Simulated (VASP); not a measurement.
All values below come from PBE GGA, VASP's PBE PAW potentials (set 64) (plane waves; VASP).

The input files of a VASP run:

**POSCAR**
```
Cu
1
    0.0000000000     1.7293022531     1.7293022531
    1.7293022531     0.0000000000     1.7293022531
    1.7293022531     1.7293022531     0.0000000000
Cu
1
Direct
  0.0000000000   0.0000000000   0.0000000000
```

**KPOINTS**
```
Automatic mesh
0
Gamma
18 18 18
0 0 0
```

**INCAR**
```
# general
SYSTEM   =  Cu
PREC     =  Accurate
ENCUT    =  500
LREAL    =  F
LASPH    =  T

# electronic loop
EDIFF    =  1E-6
NELM     =  100
ALGO     =  Normal
LMAXMIX  =  4

# smearing
ISMEAR   =  1
SIGMA    =  0.1

# functional
GGA      =  PE

# ions
IBRION   =  2
NSW      =  40
ISIF     =  3
EDIFFG   =  -0.02
PSTRESS  =  450

# output
LWAVE    =  F
LCHARG   =  F
```

POTCAR, in this order: Cu (PBE.64 set). Program: vasp_std.

Energy and stress use the plane-wave basis of the starting cell.

### Question
What does the run give for the energy per atom (σ→0), volume per atom, band gap (on the k-mesh)?

### Answer

The energy per atom (σ→0) comes out as -3.478 eV/atom, the band gap (on the k-mesh) comes out as none (metal, semimetal or under 0.01 eV) and the volume per atom is 9.84 Å^3/atom.

File OSZICAR:
```
...
   3 F= -.71243153E+00 E0= -.71252353E+00  d E =-.247064E-01
       N       E                     dE             d eps       ncg     rms          rms(c)
DAV:   1    -0.347811289401E+01    0.37359E-02   -0.10272E-02  3685   0.270E+00    0.187E-01
DAV:   2    -0.347772481807E+01    0.38808E-03   -0.65211E-03  3673   0.193E+00    0.587E-02
DAV:   3    -0.347761093595E+01    0.11388E-03   -0.80791E-04  3668   0.702E-01    0.258E-02
DAV:   4    -0.347759708640E+01    0.13850E-04   -0.15744E-05  4363   0.524E-02    0.968E-04
DAV:   5    -0.347759694552E+01    0.14087E-06   -0.86650E-08  1920   0.407E-03
   4 F= -.71245741E+00 E0= -.71254961E+00  d E =-.247323E-01
```

The compound is Cu in the fcc structure. This run relaxes it under an external pressure of 45 GPa. Symmetry was kept, so distortions that lower it aren't found.
